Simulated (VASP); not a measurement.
VASP ran on this input.

KPOINTS:
```
Regular mesh
0
gamma
7 7 7
```

File POSCAR:
```
SnTe
4.5309680
  0.0000000000   0.7071067696   0.7071067696
  0.7071067696   0.0000000000   0.7071067696
  0.7071067696   0.7071067696   0.0000000000
Sn Te
1 1
Cart
  0.0000000000   0.0000000000   0.0000000000
  0.7071067696   0.7071067696   0.7071067696
```

**INCAR**
```
SYSTEM=SnTe
PREC=Accurate; ENCUT=520; LREAL=.False.
LASPH=.True.
EDIFF=1E-7; NELM=100; ALGO=Normal
LMAXMIX=4
ISMEAR=0; SIGMA=0.05
GGA=91
ISIF=2
LWAVE=.False.; LCHARG=.False.
```

POTCAR, in this order: Sn_d Te (PBE.64 set). Program: vasp_std.

**Question.** Write an equivalent input for Quantum ESPRESSO's pw.x.

**Answer.** One equivalent input (not run):
```
&CONTROL
  calculation = 'scf'
  pseudo_dir = './pseudo'
  outdir = './out'
  tprnfor = .true.
  tstress = .true.
/
&SYSTEM
  ibrav = 0
  nat = 2
  ntyp = 2
  ecutwfc = 82.3
  occupations = 'smearing'
  smearing = 'gaussian'
  degauss = 0.003675
  input_dft = 'pw91'
/
&ELECTRONS
  conv_thr = 7.3e-09
  electron_maxstep = 100
/
ATOMIC_SPECIES
  Sn 118.710 Sn.upf
  Te 127.600 Te.upf
CELL_PARAMETERS angstrom
     0.0000000    3.2038781    3.2038781
     3.2038781    0.0000000    3.2038781
     3.2038781    3.2038781    0.0000000
ATOMIC_POSITIONS crystal
  Sn   0.0000000  0.0000000  0.0000000
  Te   0.5000000  0.5000000  0.5000000
K_POINTS automatic
  7 7 7 0 0 0
```
The two are equivalent in intent, not identical: the potentials are each code's own (VASP's PAW set, PseudoDojo norm-conserving files in pw.x), so ENCUT and ecutwfc are chosen apart and not converted; conv_thr bounds pw.x's estimated SCF error, while EDIFF bounds the energy change between steps.

The compound is SnTe in the rock salt structure, which distorts at low temperature. It was relaxed first.
